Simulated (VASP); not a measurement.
Method: revTPSS meta-GGA, VASP's PBE PAW potentials (set 64) (plane waves; VASP).

The input files of a VASP run:

### KPOINTS
```
Automatic mesh
0
Gamma
5 5 7
0 0 0
```

File POSCAR:
```
MnF2
1.0
  4.8670681350   0.0000000000   0.0000000000
  0.0000000000   4.8670681350   0.0000000000
  0.0000000000   0.0000000000   3.3028536324
Mn F
2 4
Direct
  0.0000000000   0.0000000000   0.0000000000
  0.5000000000   0.5000000000   0.5000000000
  0.3040894187   0.3040894187   0.0000000000
  0.8040894187   0.1959105813   0.5000000000
  0.1959105813   0.8040894187   0.5000000000
  0.6959105813   0.6959105813   0.0000000000
```

INCAR:
```
# general
SYSTEM  = MnF2
PREC    = Accurate
ENCUT   = 520
LREAL   = .FALSE.
LASPH   = .TRUE.   # aspherical one-centre terms

# electronic loop
EDIFF   = 1E-7
NELM    = 100
ALGO    = Normal   # blocked Davidson
LMAXMIX = 4   # l cut-off of mixed one-centre charges
LMIXTAU = .TRUE.

# smearing
ISMEAR  = 0   # Gaussian
SIGMA   = 0.05

# functional
METAGGA = RTPSS

# spin
ISPIN   = 2   # spin-polarised
MAGMOM  = 4.6 -4.6 -0.0 2*0.0 -0.0

# ions
IBRION  = 2   # conjugate gradients
NSW     = 30   # most ionic steps
ISIF    = 4   # ions and shape, fixed volume
EDIFFG  = -0.01   # ionic stop

# output
LWAVE   = .FALSE.
LCHARG  = .FALSE.
LORBIT  = 10
```

POTCAR, in this order: Mn_pv F (PBE.64 set). Program: vasp_std.

The resulting files:

### OSZICAR
```
       N       E                     dE             d eps       ncg     rms          rms(c)
DAV:   1     0.658782870018E+02    0.65878E+02   -0.37245E+04  3584   0.200E+03
DAV:   2    -0.409752348331E+04   -0.41634E+04   -0.41099E+04  5256   0.108E+03
DAV:   3    -0.571175911075E+04   -0.16142E+04   -0.15935E+04  4840   0.109E+03
DAV:   4    -0.595110228157E+04   -0.23934E+03   -0.23775E+03  4976   0.341E+02
DAV:   5    -0.596767712557E+04   -0.16575E+02   -0.16476E+02  4024   0.886E+01    0.206E+02
DAV:   6    -0.125068827693E+03    0.58426E+04   -0.86446E+04  4360   0.102E+03    0.806E+02
DAV:   7    -0.230568216258E+03   -0.10550E+03   -0.18032E+03  3792   0.223E+02    0.926E+01
DAV:   8    -0.144431831415E+03    0.86136E+02   -0.13303E+02  3128   0.790E+01    0.595E+01
DAV:   9    -0.968262145642E+02    0.47606E+02   -0.67798E+01  3072   0.501E+01    0.424E+01
DAV:  10    -0.677360111450E+02    0.29090E+02   -0.97249E+00  3144   0.299E+01    0.301E+01
DAV:  11    -0.646442111687E+02    0.30918E+01   -0.37535E-01  3520   0.441E+00    0.286E+01
DAV:  12    -0.469819617313E+02    0.17662E+02   -0.56127E+00  3160   0.200E+01    0.175E+01
DAV:  13    -0.417780135970E+02    0.52039E+01   -0.35483E+00  3488   0.128E+01    0.132E+01
DAV:  14    -0.416532170497E+02    0.12480E+00   -0.47682E-01  3776   0.379E+00    0.123E+01
DAV:  15    -0.418491913610E+02   -0.19597E+00   -0.31819E-01  3624   0.435E+00    0.115E+01
DAV:  16    -0.418649472691E+02   -0.15756E-01   -0.50858E-02  3120   0.187E+00    0.955E+00
DAV:  17    -0.419924717858E+02   -0.12752E+00   -0.52889E-02  3480   0.197E+00    0.874E+00
DAV:  18    -0.419980497664E+02   -0.55780E-02   -0.56130E-03  3632   0.661E-01    0.765E+00
DAV:  19    -0.419983041302E+02   -0.25436E-03   -0.42332E-03  3120   0.603E-01    0.631E+00
DAV:  20    -0.419972973081E+02    0.10068E-02   -0.78665E-03  4072   0.861E-01    0.319E+00
DAV:  21    -0.420003623009E+02   -0.30650E-02   -0.48949E-03  3200   0.574E-01    0.165E+00
DAV:  22    -0.420009543063E+02   -0.59201E-03   -0.50940E-04  3648   0.187E-01    0.105E+00
DAV:  23    -0.420012363654E+02   -0.28206E-03   -0.45380E-04  4032   0.218E-01    0.270E-01
DAV:  24    -0.420014531055E+02   -0.21674E-03   -0.24642E-04  3088   0.137E-01    0.197E-02
DAV:  25    -0.420014530614E+02    0.44090E-07   -0.10015E-05  3744   0.297E-02    0.225E-02
DAV:  26    -0.420014568653E+02   -0.38039E-05   -0.10323E-06  3448   0.884E-03    0.388E-02
DAV:  27    -0.420014789316E+02   -0.22066E-04   -0.36411E-05  3096   0.413E-02    0.149E-03
DAV:  28    -0.420014774629E+02    0.14686E-05   -0.10942E-06  3584   0.714E-03    0.384E-03
DAV:  29    -0.420014782791E+02   -0.81615E-06   -0.34621E-07  2664   0.447E-03    0.421E-03
DAV:  30    -0.420014785005E+02   -0.22144E-06   -0.48794E-07  2696   0.519E-03    0.536E-04
DAV:  31    -0.420014785812E+02   -0.80713E-07   -0.62698E-09  1584   0.808E-04
   1 F= -.42001479E+02 E0= -.42001479E+02  d E =-.420015E+02  mag=    -0.0000
       N       E                     dE             d eps       ncg     rms          rms(c)
DAV:   1    -0.420016173898E+02   -0.13889E-03   -0.12362E-02  3136   0.898E-01    0.869E-02
DAV:   2    -0.420015377150E+02    0.79675E-04   -0.31877E-04  3320   0.160E-01    0.526E-02
DAV:   3    -0.420015357651E+02    0.19499E-05   -0.81943E-05  3960   0.910E-02    0.287E-02
DAV:   4    -0.420015358941E+02   -0.12894E-06   -0.39447E-05  3592   0.545E-02    0.944E-03
DAV:   5    -0.420015356724E+02    0.22169E-06   -0.26865E-06  3144   0.135E-02    0.510E-03
DAV:   6    -0.420015355113E+02    0.16104E-06   -0.27528E-07  2728   0.446E-03    0.240E-03
DAV:   7    -0.420015356001E+02   -0.88768E-07   -0.80882E-08  1712   0.255E-03
   2 F= -.42001536E+02 E0= -.42001536E+02  d E =-.570189E-04  mag=    -0.0000
```

**OUTCAR**
```
------------------------ aborting loop because EDIFF is reached ----------------------------------------
  FORCE on cell =-STRESS in cart. coord.  units (eV):
  Direction    XX          YY          ZZ          XY          YZ          ZX
  --------------------------------------------------------------------------------------
  Total        0.0745953      0.0745953      0.0034077     -0.0000000      0.0000000      0.0000000
  in kB        1.5275593      1.5275593      0.0697819     -0.0000000      0.0000000      0.0000000
  external PRESSURE =       1.0416335 kB  Pullay stress =       0.0000000 kB
  volume of cell :       78.24
      direct lattice vectors                 reciprocal lattice vectors
     4.868346480 -0.000000000  0.000000000     0.205408552  0.000000000  0.000000000
    -0.000000000  4.868346480  0.000000000     0.000000000  0.205408552  0.000000000
     0.000000000  0.000000000  3.301119314     0.000000000  0.000000000  0.302927554
 POSITION                                       TOTAL-FORCE (eV/Angst)
 -----------------------------------------------------------------------------------
     -0.00000      4.86835      0.00000        -0.000000     -0.000000      0.000000
      2.43417      2.43417      1.65056        -0.000000     -0.000000      0.000000
      1.48013      1.48013      0.00000        -0.005124     -0.005124     -0.000000
      3.91430      0.95404      1.65056        -0.005124      0.005124      0.000000
      0.95404      3.91430      1.65056         0.005124     -0.005124      0.000000
      3.38822      3.38822      3.30112         0.005124      0.005124      0.000000
 -----------------------------------------------------------------------------------
    total drift:                                0.000000      0.000000      0.000000
  FREE ENERGIE OF THE ION-ELECTRON SYSTEM (eV)
  ---------------------------------------------------
  free  energy   TOTEN  =       -42.0015356001 eV

  energy  without entropy=      -42.0015356001  energy(sigma->0) =      -42.00153560

 total charge

# of ion       s       p       d       tot
------------------------------------------
    1        0.160   6.145   4.998  11.303
    2        0.160   6.145   4.998  11.303
    3        1.697   4.349   0.000   6.046
    4        1.697   4.349   0.000   6.046
    5        1.697   4.349   0.000   6.046
    6        1.697   4.349   0.000   6.046
--------------------------------------------------
tot          7.110  29.686   9.996  46.792

 magnetization (x)

# of ion       s       p       d       tot
------------------------------------------
    1       -0.010  -0.016  -4.563  -4.588
    2        0.010   0.016   4.563   4.588
    3        0.002   0.023   0.000   0.026
    4       -0.002  -0.023   0.000  -0.026
    5       -0.002  -0.023   0.000  -0.026
    6        0.002   0.023   0.000   0.026
--------------------------------------------------
tot          0.000   0.000  -0.000  -0.000

 reached required accuracy - stopping structural energy minimisation
```
(Selected blocks of OUTCAR.)

**CONTCAR**
```
MnF2
   1.00000000000000
     4.8683464800969638   -0.0000000000000000    0.0000000000000000
    -0.0000000000000000    4.8683464800969638    0.0000000000000000
     0.0000000000000000    0.0000000000000000    3.3011193136012218
  Mn              F
     2     4
Direct
     0.0000000000000000    1.0000000000000000    0.0000000000000000
     0.5000000000000000    0.5000000000000000    0.5000000000000000
     0.3040312729922542    0.3040312729922542    0.0000000000000000
     0.8040312729922542    0.1959687270077458    0.5000000000000000
     0.1959687270077458    0.8040312729922542    0.5000000000000000
     0.6959687270077458    0.6959687270077458    1.0000000000000000
```

File OUTCAR:
```
 val. band max:        2.5866536300   @ k =   0.4000   0.0000   0.0000

 cond. band min:       5.0528152537   @ k =   0.0000   0.0000   0.0000


 Fermi energy:         2.9659308744

 spin component 1

 k-point     1 :       0.0000    0.0000    0.0000
  band No.  band energies     occupation
      1     -47.3810      1.00000
      2     -47.3190      1.00000
      3     -47.3117      1.00000
      4     -42.2115      1.00000
      5     -42.1476      1.00000
      6     -42.1395      1.00000
      7     -22.1338      1.00000
      8     -21.6280      1.00000
      9     -21.6128      1.00000
     10     -21.5532      1.00000
     11      -4.8553      1.00000
     12      -3.8695      1.00000
     13      -3.4092      1.00000
     14      -3.3019      1.00000
     15      -2.8536      1.00000
     16      -2.8340      1.00000
     17      -2.8009      1.00000
     18      -2.7741      1.00000
     19      -1.8931      1.00000
     20      -1.5146      1.00000
     21      -1.4988      1.00000
     22      -1.2039      1.00000
     23       0.9135      1.00000
     24       1.1458      1.00000
     25       1.3174      1.00000
     26       2.2235      1.00000
     27       2.5359      1.00000
     28       5.0528      0.00000
     29       5.6394      0.00000
     30       6.1681      0.00000
     31       6.1751      0.00000
     32       7.1318      0.00000

 k-point     2 :       0.2000    0.0000    0.0000
  band No.  band energies     occupation
      1     -47.3812      1.00000
      2     -47.3192      1.00000
      3     -47.3118      1.00000
      4     -42.2115      1.00000
      5     -42.1476      1.00000
      6     -42.1395      1.00000
      7     -22.0906      1.00000
      8     -21.6910      1.00000
      9     -21.5976      1.00000
     10     -21.5537      1.00000
     11      -4.7107      1.00000
     12      -3.8735      1.00000
     13      -3.3251      1.00000
     14      -3.3128      1.00000
...
```

The compound is MnF2 in the rutile structure. This run relaxes it. Symmetry was kept, so distortions that lower it aren't found.
